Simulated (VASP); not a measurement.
Wanted: the native input for a VASP 6.6.1 run.

```
Task                   : dielectric tensor
Functional             : PBE
Potentials or basis    : VASP PAW PBE potentials, release 64 (Hf_pv, In_d, Si, O)
Cutoff                 : 520 eV
k mesh                 : 6 × 6 × 3
Occupations            : gaussian, width 0.02 eV
Spin                   : no spin polarisation
Further INCAR settings : ALGO = Fast; EDIFF = 1e-08
```

The structure of HfIn4SiO6 lies in POSCAR:

```
HfIn4SiO6
1.0
    5.3316200000      0.0159300000     -0.0483700000
   -2.5793300000      4.8819800000     -0.0191400000
   -1.5181300000     -1.2221600000      9.4552500000
Hf In Si O
1 4 1 6
Direct
    0.2380200000      0.0692800000      0.4027900000
    0.1454700000      0.5747100000      0.8703800000
    0.5244500000      0.7222000000      0.3488100000
    0.5731300000      0.3131600000      0.1209600000
    0.8825000000      0.3853100000      0.5641500000
    0.8811200000      0.9477000000      0.0377300000
    0.2644200000      0.4061300000      0.4886800000
    0.9571300000      0.7888600000      0.4878800000
    0.8398900000      0.6393800000      0.9858400000
    0.9905500000      0.0027000000      0.2137000000
    0.1366500000      0.2037300000      0.9786400000
    0.5666700000      0.9468400000      0.0004400000
```

The cell was built by a generator and needn't be a form met in nature.

The input as run:

INCAR

```
SYSTEM = HfIn4SiO6
  ALGO = Fast
  EDIFF = 1E-8
  ENCUT = 520
  GGA = PE
  ISIF = 2
  ISMEAR = 0
  KPAR = 4
  LASPH = .True.
  LCHARG = .False.
  LEPSILON = .True.
  LREAL = .False.
  LWAVE = .False.
  NELM = 100
  PREC = Accurate
  SIGMA = 0.02
```

KPOINTS

```
k-points
0
Gamma
  6 6 3
  0 0 0
```

Potentials or basis: VASP PAW PBE potentials, release 64 (Hf_pv, In_d, Si, O).

The run is started by

```sh
$ cat potpaw_PBE.64/Hf_pv/POTCAR potpaw_PBE.64/In_d/POTCAR potpaw_PBE.64/Si/POTCAR potpaw_PBE.64/O/POTCAR > POTCAR
$ mpirun -np 4 vasp_std > vasp.out
```

Results of the run:

```json
{
 "Band gap on the k mesh": "1.10 eV, indirect (least direct gap 1.24 eV)",
 "Electronic dielectric tensor (diagonal)": "5.68, 8.34, 8.35",
 "Born charges (mean of the diagonal)": "Hf +3.70; In +2.33, +1.98, +2.30, +1.94; Si +3.48; O -2.71, -2.55, -2.44, -2.68, -2.22, -3.12 e"
}
```

Caveat: spin-orbit coupling is left out, which moves the levels of the heavy elements; an odd mesh through Γ misses points on the zone boundary, where band edges often lie.

It took 78 min on 4 MPI ranks on Intel(R) Xeon(R) Platinum 8259CL CPU @ 2.50GHz (Skylake/Cascade Lake), on a shared host, peak memory 2.2 GiB a rank.
